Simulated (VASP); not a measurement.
Crystal: InSb.

```
In Sb
1.0
     0.00000    3.23910    3.23910
     3.23910    0.00000    3.23910
     3.23910    3.23910    0.00000
In Sb
1 1
Direct
  0.00000 0.00000 0.00000
  0.25000 0.25000 0.25000
```

Base run:

```yaml
Program: VASP 6.6.1
Functional: PBE
Potentials_or_basis: VASP PAW PBE potentials, release 64 (In_d, Sb)
Cutoff: 300 eV
k_mesh: 6 × 6 × 6
Occupations: gaussian, width 0.02 eV
Spin: no spin polarisation
```

Its results: band gap on the k mesh none (metal or under the smearing width); pressure 3.0 GPa.

Q: The run is repeated on the same cell with these changes: cutoff from 300 eV to 520 eV; k mesh from 6 × 6 × 6 to 4 × 4 × 4. What comes out?

A: Band gap on the k mesh none (metal or under the smearing width); pressure 3.7 GPa.

Caveats: some runs use coarse meshes; this crystal is a semiconductor, whose small gap the functional closes, so the metal is an error of the method.
